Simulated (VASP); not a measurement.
Write the native input for VASP 6.6.1 that does the following.

| Item | Value |
| --- | --- |
| Task | relaxation of cell and atoms |
| Functional | LDA |
| Potentials or basis | VASP PAW LDA potentials, release 64 (Mg, H) |
| Cutoff | 600 eV |
| k mesh | 6 × 6 × 10 |
| Occupations | gaussian, width 0.03 eV |
| Spin | no spin polarisation |
| Further INCAR settings | ALGO = Normal; EDIFF = 1e-07; IBRION = 2; EDIFFG = -0.005; NSW = 90; ISIF = 3 |

The structure of MgH2 lies in POSCAR:

```
MgH2                                    
1.0
    4.4171675259      0.0000000000      0.0000000000
    0.0000000000      4.4171675259      0.0000000000
    0.0000000000      0.0000000000      2.9662299049
  Mg              H             
     2     4
Direct
     0.0000000000000000    1.0000000000000000    0.0000000000000000
     0.5000000000000000    0.5000000000000000    0.5000000000000000
     0.3040940327094071    0.3040940327094071    0.0000000000000000
     0.1959059672905929    0.8040940327094070    0.5000000000000000
     0.6959059672905930    0.6959059672905930    0.0000000000000000
     0.8040940327094070    0.1959059672905929    0.5000000000000000
```

The input as run:

INCAR

```
ALGO     = Normal         # electronic algorithm
EDIFF    = 1E-7           # SCF threshold, eV
EDIFFG   = -0.005         # ionic threshold
ENCUT    = 600            # plane-wave cutoff, eV
IBRION   = 2              # ionic algorithm
ISIF     = 3              # what is computed and relaxed
ISMEAR   = 0              # smearing method
KPAR     = 2            
LASPH    = T              # aspherical terms in the spheres
LCHARG   = F              # write CHGCAR
LREAL    = F              # projectors in reciprocal space
LWAVE    = F              # write WAVECAR
NELM     = 80             # most SCF steps
NSW      = 90             # ionic steps
PREC     = Accurate       # precision mode
SIGMA    = 0.03           # smearing width, eV
```

KPOINTS

```
k-points
0
Gamma
  6 6 10
```

Potentials or basis: VASP PAW LDA potentials, release 64 (Mg, H).

Run with:

```sh
$ cat potpaw_LDA.64/Mg/POTCAR potpaw_LDA.64/H/POTCAR > POTCAR
$ mpirun -np 2 vasp_std > vasp.out
```

It gave:

```json
{
 "Energy gained by relaxing": "0.0 meV/atom",
 "Ionic steps": "3",
 "Pressure after relaxing": "0.0 GPa",
 "Band gap on the k mesh": "3.51 eV, indirect (least direct gap 4.39 eV)"
}
```

It took 8.4 s on 2 MPI ranks on Intel(R) Xeon(R) 6975P-C (Granite Rapids) (shared host), peak memory 0.16 GiB a rank.
